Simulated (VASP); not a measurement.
Here is the system:

```
AuZn
1.0
    3.13923     0.00000     0.00000
    0.00000     3.13923     0.00000
    0.00000     0.00000     3.13923
Zn Au
1 1
Direct
  0.50000   0.50000   0.50000
  0.00000   0.00000   0.00000
```

Calculation: vdW-DF-cx, VASP's PBE PAW potentials (set 64) (plane waves; VASP). Numerical set-up: 520 eV cut-off, Gaussian smearing of 0.050 eV, potentials Zn Au.

Unless said otherwise, spin-orbit coupling is left out, though it shifts the bands of the heavy elements here.

### Question
Predict the band gap (along the path) with the smallest direct gap where there is one.

### Answer

band gap (along the path): none (metal, semimetal or under 0.01 eV)

The compound is AuZn in the CsCl type structure. It was relaxed first. The electron count is odd and the run is not spin-polarised, which forces a metal.
